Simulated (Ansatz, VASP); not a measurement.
## AlN (AlN (P6_3mc)) in two plane-wave programs

One calculation is typed for both programs; each brings its own data sets. How far apart do they land? The cell is taken from a series of runs on this material, whose earlier steps may have relaxed, scaled, displaced or heated it; both programs get it as it stands.

Method: plane waves, with VASP 6.6.1 beside it; single point at HSE06, in Ansatz 0.2.0.

## Step 1: Starting point

Symmetry: P6_3mc, No. 186, hexagonal system. The conventional cell has a = 3.114 Å, b = 3.114 Å, c = 4.984 Å, α = 90.00°, β = 90.00°, γ = 120.00°. Al has 4 N at 1.89 to 1.90 Å nearest. N has 4 Al at 1.89 to 1.90 Å nearest. Farther neighbours and most contacts between anions are not listed. That group holds within 0.01 Å; judged at 0.001 Å it is Cmc2_1 (No. 36).

Structure file:

```
Al N
1.0
     9.34082    0.00000    0.00000
    -4.67041    8.08939    0.00000
     0.00000    0.00000    4.98368
Al N
18 18
Direct
  0.22225 0.11108 0.49919
  0.11108 0.22225 0.99919
  0.22225 0.44441 0.49919
  0.11108 0.55559 0.99919
  0.22225 0.77775 0.49919
  0.11108 0.88892 0.99919
  0.55559 0.11108 0.49919
  0.44441 0.22225 0.99919
  0.55559 0.44441 0.49919
  0.44441 0.55559 0.99919
  0.55559 0.77775 0.49919
  0.44441 0.88892 0.99919
  0.88892 0.11108 0.49919
  0.77775 0.22225 0.99919
  0.88892 0.44441 0.49919
  0.77775 0.55559 0.99919
  0.88892 0.77775 0.49919
  0.77775 0.88892 0.99919
  0.22201 0.11132 0.88081
  0.11132 0.22201 0.38081
  0.22201 0.44465 0.88081
  0.11132 0.55535 0.38081
  0.22201 0.77798 0.88081
  0.11132 0.88868 0.38081
  0.55535 0.11132 0.88081
  0.44465 0.22201 0.38081
  0.55535 0.44465 0.88081
  0.44465 0.55535 0.38081
  0.55535 0.77798 0.88081
  0.44465 0.88868 0.38081
  0.88868 0.11132 0.88081
  0.77798 0.22201 0.38081
  0.88868 0.44465 0.88081
  0.77798 0.55535 0.38081
  0.88868 0.77798 0.88081
  0.77798 0.88868 0.38081
```

## Step 2: Ansatz: single point, HSE06

Ansatz runs on its PAW soft_1 files.

A single point gives forces, pressure and levels at one fixed geometry, so differences don't come from the geometry; what else differs is listed under the comparison.

input.yaml reads:

```yaml
crystal:
  lattice:
    - [9.340821942351, 8.830126980573e-08, 0.0]
    - [-4.670411047647, 8.089389050153, 0.0]
    - [0.0, 0.0, 4.98367666]
  atoms:
    - { symbol: Al, position: [0.2222528275051, 0.1110815222556, 0.4991892699422] }
    - { symbol: Al, position: [0.1110815222556, 0.2222528275051, 0.9991892699422] }
    - { symbol: "N", position: [0.2220149489114, 0.1113173679945, 0.8808107300578] }
    - { symbol: "N", position: [0.1113173679945, 0.2220149489114, 0.3808107300578] }
    - { symbol: Al, position: [0.2222528275051, 0.444414855589, 0.4991892699422] }
    - { symbol: Al, position: [0.1110815222556, 0.5555861608384, 0.9991892699422] }
    - { symbol: "N", position: [0.2220149489114, 0.4446507013278, 0.8808107300578] }
    - { symbol: "N", position: [0.1113173679945, 0.5553482822448, 0.3808107300578] }
    - { symbol: Al, position: [0.2222528275051, 0.7777481889223, 0.4991892699422] }
    - { symbol: Al, position: [0.1110815222556, 0.8889194941718, 0.9991892699422] }
    - { symbol: "N", position: [0.2220149489114, 0.7779840346612, 0.8808107300578] }
    - { symbol: "N", position: [0.1113173679945, 0.8886816155781, 0.3808107300578] }
    - { symbol: Al, position: [0.5555861608384, 0.1110815222556, 0.4991892699422] }
    - { symbol: Al, position: [0.444414855589, 0.2222528275051, 0.9991892699422] }
    - { symbol: "N", position: [0.5553482822448, 0.1113173679945, 0.8808107300578] }
    - { symbol: "N", position: [0.4446507013278, 0.2220149489114, 0.3808107300578] }
    - { symbol: Al, position: [0.5555861608384, 0.444414855589, 0.4991892699422] }
    - { symbol: Al, position: [0.444414855589, 0.5555861608384, 0.9991892699422] }
    - { symbol: "N", position: [0.5553482822448, 0.4446507013278, 0.8808107300578] }
    - { symbol: "N", position: [0.4446507013278, 0.5553482822448, 0.3808107300578] }
    - { symbol: Al, position: [0.5555861608384, 0.7777481889223, 0.4991892699422] }
    - { symbol: Al, position: [0.444414855589, 0.8889194941718, 0.9991892699422] }
    - { symbol: "N", position: [0.5553482822448, 0.7779840346612, 0.8808107300578] }
    - { symbol: "N", position: [0.4446507013278, 0.8886816155781, 0.3808107300578] }
    - { symbol: Al, position: [0.8889194941718, 0.1110815222556, 0.4991892699422] }
    - { symbol: Al, position: [0.7777481889223, 0.2222528275051, 0.9991892699422] }
    - { symbol: "N", position: [0.8886816155781, 0.1113173679945, 0.8808107300578] }
    - { symbol: "N", position: [0.7779840346612, 0.2220149489114, 0.3808107300578] }
    - { symbol: Al, position: [0.8889194941718, 0.444414855589, 0.4991892699422] }
    - { symbol: Al, position: [0.7777481889223, 0.5555861608384, 0.9991892699422] }
    - { symbol: "N", position: [0.8886816155781, 0.4446507013278, 0.8808107300578] }
    - { symbol: "N", position: [0.7779840346612, 0.5553482822448, 0.3808107300578] }
    - { symbol: Al, position: [0.8889194941718, 0.7777481889223, 0.4991892699422] }
    - { symbol: Al, position: [0.7777481889223, 0.8889194941718, 0.9991892699422] }
    - { symbol: "N", position: [0.8886816155781, 0.7779840346612, 0.8808107300578] }
    - { symbol: "N", position: [0.7779840346612, 0.8886816155781, 0.3808107300578] }
basis:
  ecutwfc: 420.0
  ecutrho_ratio: 4
  xc_grid: 2
  fft_grid_basis: typed
  precision: f64
kpoints:
  mp_grid: { grid: [1, 1, 2] }
  band_path: { path: [VBM, CBM], npoints: 1 }
hamiltonian:
  xc: hse06
  pseudopotentials:
    kind: paw
    azcp:
      folder: soft_1
      "N": "soft_1/N.paw.azcp"
      Al: "soft_1/Al.paw.azcp"
scf:
  max_iter: 60
  occupations: { method: fixed }
output:
  forces: true
checkpoint:
  write: "../host.hyb.run"
  compress: false
  write_wavefunctions: true
  write_every: 100000
```

Command:

```
> ansatz run input.yaml --threads 8 --pin off --max-ram 18841MiB --backend cpu --events-out ev --progress --plain --runs-dir out
```

The program printed:

```text
Warning: the atoms were moved onto the symmetric positions of the space group found under crystal.symmetry.tolerance 1.0e-5 (fractional; no operation is sought that the atoms, as they stand in a round, miss by more than twice it, and no atom is moved by as much as it), and the run uses the moved positions. Before a round's move an operation carried an atom to 9.49e-6 Å from where it should land, the largest such dist [...]
[...]
Exchange kernel: α = 0.2500, screened, ω = 0.2079 Å⁻¹, Wigner–Seitz truncation, v(0) = 859.7149 eV·Å³, q-mesh 1×1×2, nearest image of the exchange supercell L = 9.34 Å, pair-density grid 45×45×24, without the augmentation charges, whose exchange is taken in its separable form by FFT convolution over the k-point mesh (sized by the pseudopotential files, 60×60×36 at the most), smooth part of the exact exchange by density-matrix convolution
Frozen-core exchange: fock
SCF iter   1: F=—  HF=-16643.419888 eV  |F-HF|=—  |Δ(HF+E_count)|=         —  Δρ=6.27e-3  dr2=6.82e-2  ethr=1.10e-6  ⟨swp⟩=8.5  Hψ=1250  notcnv=0
preconditioner: auto → none  [insulator: Δε(μ)=5.505 eV  Ē_g=15.067 eV  n_scr=68 (ndim 8)  ℏωp=23.0 eV  f_vac=0.000]
SCF iter   2: F=—  HF=-16643.394991 eV  |F-HF|=—  |Δ(HF+E_count)|=   2.49e-2  Δρ=2.46e-3  dr2=1.20e-2  ethr=1.10e-6  ⟨swp⟩=4.0  Hψ=752  notcnv=0
SCF iter   3: F=—  HF=-16643.433708 eV  |F-HF|=—  |Δ(HF+E_count)|=   3.87e-2  Δρ=7.34e-4  dr2=8.79e-4  ethr=1.10e-6  ⟨swp⟩=4.5  Hψ=727  notcnv=0
SCF iter   4: F=—  HF=-16643.433366 eV  |F-HF|=—  |Δ(HF+E_count)|=   3.42e-4  Δρ=8.00e-5  dr2=1.07e-4  ethr=5.23e-7  ⟨swp⟩=2.0  Hψ=476  notcnv=0
SCF iter   5: F=—  HF=-16643.434077 eV  |F-HF|=—  |Δ(HF+E_count)|=   7.11e-4  Δρ=1.79e-4  dr2=1.37e-4  ethr=5.06e-9  ⟨swp⟩=6.0  Hψ=874  notcnv=0
SCF iter   6: F=-16643.434029 eV  HF=-16643.434031 eV  |F-HF|=1.40e-6  |Δ(HF+E_count)|=   4.58e-5  Δρ=1.37e-5  dr2=3.77e-6  ethr=5.06e-9  ⟨swp⟩=4.0  Hψ=813  notcnv=0
SCF 2 stopped early in 6 iterations: F = -16643.434029 eV  dr2 = 3.77e-6
  Residual-converged pass: ⟨swp⟩=3.0  Hψ=471  notcnv=0  max |occ|·‖R‖ = 6.4e-6 eV (tolerance 6.7e-6 eV)  dr2=3.77e-6  dr2_onsite=6.17e-8  max |Δocc| = 0.0e0
  greatest PAW one-centre occupation: 0.787 electrons in one spin orbital (limit 2), on the N atom at site 35 (counted from 0), in its partial waves of l = 0
hybrid outer 1: dexx = +4.930e-2 eV, tail = 5.37e-5 eV
Exchange kernel: α = 0.2500, screened, ω = 0.2079 Å⁻¹, Wigner–Seitz truncation, v(0) = 859.7149 eV·Å³, q-mesh 1×1×2, nearest image of the exchange supercell L = 9.34 Å, pair-density grid 45×45×24, without the augmentation charges, whose exchange is taken in its separable form by FFT convolution over the k-point mesh (sized by the pseudopotential files, 60×60×36 at the most), smooth part of the exact exchange by density-matrix convolution
Frozen-core exchange: fock
SCF iter   1: F=—  HF=-16643.433647 eV  |F-HF|=—  |Δ(HF+E_count)|=         —  Δρ=2.00e-5  dr2=9.99e-7  ethr=1.87e-7  ⟨swp⟩=3.0  Hψ=551  notcnv=0
preconditioner: auto → none  [insulator: Δε(μ)=5.552 eV  Ē_g=15.081 eV  n_scr=68 (ndim 8)  ℏωp=23.0 eV  f_vac=0.000]
SCF iter   2: F=—  HF=-16643.433648 eV  |F-HF|=—  |Δ(HF+E_count)|=   8.45e-7  Δρ=1.57e-5  dr2=6.99e-7  ethr=6.48e-10  ⟨swp⟩=6.0  Hψ=723  notcnv=0
SCF iter   3: F=—  HF=-16643.433647 eV  |F-HF|=—  |Δ(HF+E_count)|=   1.72e-7  Δρ=3.74e-6  dr2=3.70e-8  ethr=4.66e-10  ⟨swp⟩=3.0  Hψ=505  notcnv=0
SCF iter   4: F=—  HF=-16643.433647 eV  |F-HF|=—  |Δ(HF+E_count)|=   1.03e-8  Δρ=1.39e-6  dr2=1.29e-8  ethr=2.31e-11  ⟨swp⟩=4.0  Hψ=733  notcnv=0
SCF iter   5: F=-16643.433647 eV  HF=-16643.433647 eV  |F-HF|=1.08e-8  |Δ(HF+E_count)|=   4.30e-8  Δρ=1.75e-6  dr2=1.26e-8  ethr=4.66e-12  ⟨swp⟩=6.0  Hψ=738  notcnv=0  defer=1
SCF 3 converged in 5 iterations: F = -16643.433647 eV  dr2 = 1.26e-8
  Residual-converged pass: ⟨swp⟩=2.0  Hψ=385  notcnv=0  max |occ|·‖R‖ = 1.8e-6 eV (tolerance 1.9e-6 eV)  dr2=1.27e-8  dr2_onsite=6.17e-10  max |Δocc| = 0.0e0
  greatest PAW one-centre occupation: 0.787 electrons in one spin orbital (limit 2), on the N atom at site 34 (counted from 0), in its partial waves of l = 0
hybrid outer 2: dexx = +5.836e-7 eV, tail = 3.71e-8 eV, Δε = 1.22e-3 eV (about 3.43e-5 eV left of the loop's levels), ΔF = 3.29e-4 eV/Å (tail 1.47e-4)
NSCF: frozen V_eff on 52 k-points
NSCF: frozen V_eff on 52 k-points
[...]
hybrid SCF converged: 2 outer / 11 inner (+6 warm-up), last move |dexx| = 5.84e-7 eV, tail = 3.71e-8 eV
Stability not checked: this state was not tested for a lower state beside it, because the functional holds exact exchange (a hybrid, or Hartree-Fock), whose exchange loop this test does not read (fock_operator; see scf.lower_state_search)
Free energy (F): -16643.433648 eV
Frozen-core exchange: fock
Harris-Foulkes:  -16643.433648 eV  (|F-HF|=1.08e-8)
Internal energy: -16643.433648 eV  (E = F + TS)
E sigma→0 (E₀):  -16643.433648 eV
Fermi energy:    6.269792 eV
--- Per-component energies (eV) ---
  E_band       = 75.342756
  E_kinetic    = 2835.230067
  E_local      = -3793.711455  (includes V_loc(G=0)·N_el)
  E_nonlocal   = 780.916434
  E_hartree    = 1411.521558
  E_xc         = -1447.825388
  E_vxc        = -1551.487878  (∫ρ·V_xc dr)
  E_exx        = -323.302954  (= α·E_x^exact, valence–valence)
  E_paw        = -10781.690772  (= ΣΔE_a)
  E_vpaw       = -372.063681  (= ΣTr[D̂ρ^β])
  E_aug_tail   = 0.015557  (compensation charges beyond the density's cutoff)
  E_ewald      = -5323.380789
  E_core_change = -1.205905  (= ΣΔE_core)
  E_smearing   = -0.000000  (= −TS)
  E_closure    = -0.000000  (closes the sum)
  Σ components = -16643.433648   (vs F -16643.433648, Δ=0.00e0)
--- Forces (eV/Å), atoms counted from 1 ---
  atom   1  Al     0.02758235    -0.01592468    -0.08594856
  atom   2  Al    -0.02758235     0.01592468    -0.08594856
  atom   3  N      0.04376418    -0.02526726     0.08594944
  atom   4  N     -0.04376418     0.02526726     0.08594944
  atom   5  Al     0.02758235    -0.01592468    -0.08594856
  atom   6  Al    -0.02758235     0.01592468    -0.08594856
  atom   7  N      0.04376418    -0.02526726     0.08594944
  atom   8  N     -0.04376418     0.02526726     0.08594944
  atom   9  Al     0.02758235    -0.01592468    -0.08594856
  atom  10  Al    -0.02758235     0.01592468    -0.08594856
  atom  11  N      0.04376418    -0.02526726     0.08594944
  atom  12  N     -0.04376418     0.02526726     0.08594944
  atom  13  Al     0.02758235    -0.01592468    -0.08594856
  atom  14  Al    -0.02758235     0.01592468    -0.08594856
  atom  15  N      0.04376418    -0.02526726     0.08594944
  atom  16  N     -0.04376418     0.02526726     0.08594944
  atom  17  Al     0.02758235    -0.01592468    -0.08594856
  atom  18  Al    -0.02758235     0.01592468    -0.08594856
  atom  19  N      0.04376418    -0.02526726     0.08594944
  atom  20  N     -0.04376418     0.02526726     0.08594944
  atom  21  Al     0.02758235    -0.01592468    -0.08594856
  atom  22  Al    -0.02758235     0.01592468    -0.08594856
  atom  23  N      0.04376418    -0.02526726     0.08594944
  atom  24  N     -0.04376418     0.02526726     0.08594944
[...]
atom  29  Al     0.02758235    -0.01592468    -0.08594856
  atom  30  Al    -0.02758235     0.01592468    -0.08594856
  atom  31  N      0.04376418    -0.02526726     0.08594944
  atom  32  N     -0.04376418     0.02526726     0.08594944
  atom  33  Al     0.02758235    -0.01592468    -0.08594856
  atom  34  Al    -0.02758235     0.01592468    -0.08594856
  atom  35  N      0.04376418    -0.02526726     0.08594944
  atom  36  N     -0.04376418     0.02526726     0.08594944
  max |Σ_I F_I| component: 1.58e-5 eV/Å
--- Band table (eV) ---
  k-point 0: bands = ["-10.3885", "-9.0716", "-9.0716", "-9.0716", "-9.0716", "-9.0695", "-9.0695", "-8.1152", "-7.7505", "-7.7505", "-7.7422", "-7.7422", "-7.5687", "-7.5687", "-7.5658", "-7.5658", "-7.5658", "-7.5658", "-0.2198", "1.0718", "1.0718", "1.4036", "1.4036", "1.4036", "1.4036", "1.4121", "1.4121", "1.4861", "1.4861", "1.4861", "1.4861", "1.4884", "1.4884", "2.1816", "2.1816", "2.1947", "2.1947", "2.6696" [...]
  k-point 1: bands = ["-9.4433", "-9.4433", "-8.3793", "-8.3793", "-8.3793", "-8.3793", "-8.3793", "-8.3793", "-8.3793", "-8.3793", "-8.3789", "-8.3789", "-8.3789", "-8.3789", "-7.7000", "-7.7000", "-7.7000", "-7.7000", "1.0383", "1.0383", "1.0383", "1.0383", "1.1206", "1.1206", "1.1206", "1.1206", "1.1293", "1.1293", "1.1293", "1.1293", "1.1293", "1.1293", "1.1293", "1.1293", "2.1074", "2.1074", "2.1074", "2.1074",  [...]
  guard bands above this table: 10 of the run's 108 bands. The solve was not asked for them (output.publish_guard_bands: true or output.eigenvalues: true publishes all)
```

The column dr2 measures how far the density is from self-consistency, as an energy; F and HF (Harris–Foulkes) agree once it is small.

[end of part 1 of 2]

[Lines on the potential files, build, host, timing and source positions are cut from VASP's logs without a mark.]

[Logs are printed without paths, hosts, clocks, repeated set-up lines and the standing remarks that a program may print on its own settings, such as how far it seeks lower states.]

[Hosts, paths, dates, database ids (printed as entryN), source tags and the programs' standing remarks are cut or masked in the printed files.]
